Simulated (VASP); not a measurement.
Input:

```
C
1.0
    4.25545     0.00000     0.00000
    0.00000     2.45956     0.00000
    0.00000     0.00000    10.39257
C
4
Direct
  0.66657   0.00000   0.50001
  0.83343   0.50000   0.50001
  0.33343   0.00000   0.49999
  0.16657   0.50000   0.49999
```

These are r2SCAN meta-GGA, VASP's PBE PAW potentials (set 64) (plane waves; VASP) values and carry that method's errors. Numerical set-up: 520 eV cut-off, 6×10×1 Γ-centred mesh, tetrahedra with Blöchl corrections, potentials C.

The cell holds a wide vacuum, so values per volume refer to the whole cell.

Task: Give the force on each atom (eV/Å).

Result: 
```
atom      Fx     Fy      Fz
----  ------  -----  ------
C1     0.171  0.000  -0.001
C2    -0.171  0.000  -0.001
C3    -0.171  0.000   0.001
C4     0.171  0.000   0.001
```

Task: Give the stress tensor in GPa (positive for a compressed cell).

Result: 
```
 0.42   0.00   0.00
 0.00  -0.54   0.00
 0.00   0.00  -0.04
```
The pressure is its mean diagonal, -0.05 GPa.

The cell is a sheet with vacuum, built from a generated structure.
